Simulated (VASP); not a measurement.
Input:

```xyz
2
Lattice="2.8072 0.0000 0.0000 0.0000 2.8072 0.0000 0.0000 0.0000 2.8072" Properties=species:S:1:pos:R:3 pbc="T T T"
Cr     0.0000     0.0000     0.0000
Cr     1.4036     1.4036     1.5036
```

The numbers are results of PBEsol GGA, VASP's PBE PAW potentials (set 64) (plane waves; VASP), not measurements. Run with 480 eV cut-off, 12×12×12 Γ-centred mesh, first-order Methfessel-Paxton smearing of 0.10 eV, potentials Cr_pv.

### Question
Which forces act on the atoms, in eV/Å?

### Answer

```
atom     Fx     Fy      Fz
----  -----  -----  ------
Cr1   0.000  0.000   0.683
Cr2   0.000  0.000  -0.683
```

### Question
Give the stress tensor in GPa (positive for a compressed cell).

### Answer

```
1.65  0.00  0.00
0.00  1.65  0.00
0.00  0.00  2.32
```
The pressure is its mean diagonal, 1.88 GPa.

The compound is Cr in the bcc, AFM order structure. This cell was strained or had an atom moved on purpose. The run is not spin-polarised, so no magnetic state was tried.
